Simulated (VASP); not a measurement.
Given:

```yaml
crystal:
  lattice:
    - [1.58610, -2.74721, 0.00000]
    - [1.58610, 2.74721, 0.00000]
    - [0.00000, 0.00000, 5.07960]
  atoms:
    - { symbol: Al, position: [0.66667, 0.33333, 0.50000] }
    - { symbol: Al, position: [0.33333, 0.66667, 0.00000] }
    - { symbol: N, position: [0.66667, 0.33333, 0.88200] }
    - { symbol: N, position: [0.33333, 0.66667, 0.38200] }
```

All values below come from PBE GGA, VASP's PBE PAW potentials (set 64) (plane waves; VASP). Run with 520 eV cut-off, 7×7×4 Γ-centred mesh, Fermi-Dirac smearing of 0.020 eV, potentials Al N.

Task: Give the stress tensor in GPa (positive for a compressed cell).

Result: 
```
-7.46   0.00   0.00
 0.00  -7.46   0.00
 0.00   0.00  -6.78
```
The pressure is its mean diagonal, -7.23 GPa.

The compound is AlN in the wurtzite structure. The cell was not relaxed at this level. The run is one of a series of settings (ISMEAR = -1, SIGMA = 0.02 against the base run), some of them coarse on purpose.
